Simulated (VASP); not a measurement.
Energy against volume of WC (wc). All values below come from PBE GGA with D3 dispersion (zero damping), VASP's PBE PAW potentials (set 64) (plane waves; VASP). Run with 520 eV cut-off, 14×14×13 Γ-centred mesh, first-order Methfessel-Paxton smearing of 0.10 eV, potentials W_sv C.

Shape and ions are relaxed at each volume.

```json
[
 {"V (Å³/atom)": "10.108", "E (eV/atom)": "-11.56998"},
 {"V (Å³/atom)": "10.420", "E (eV/atom)": "-11.58238"},
 {"V (Å³/atom)": "10.733", "E (eV/atom)": "-11.57171"},
 {"V (Å³/atom)": "11.046", "E (eV/atom)": "-11.54129"}
]
```

Problem. Fit these four points and predict the energy of the run at 9.795 Å³/atom.

Solution. A cubic in V^(−2/3), the third-order Birch-Murnaghan form, passes through the four points with V0 = 10.42 Å³/atom and B0 = 393 GPa, and gives -11.5305 eV/atom there. The run gave -11.5307 eV/atom, -0.2 meV/atom from the fit; all five points give B0 = 392 GPa.

The compound is WC in the wc structure. It was relaxed first.
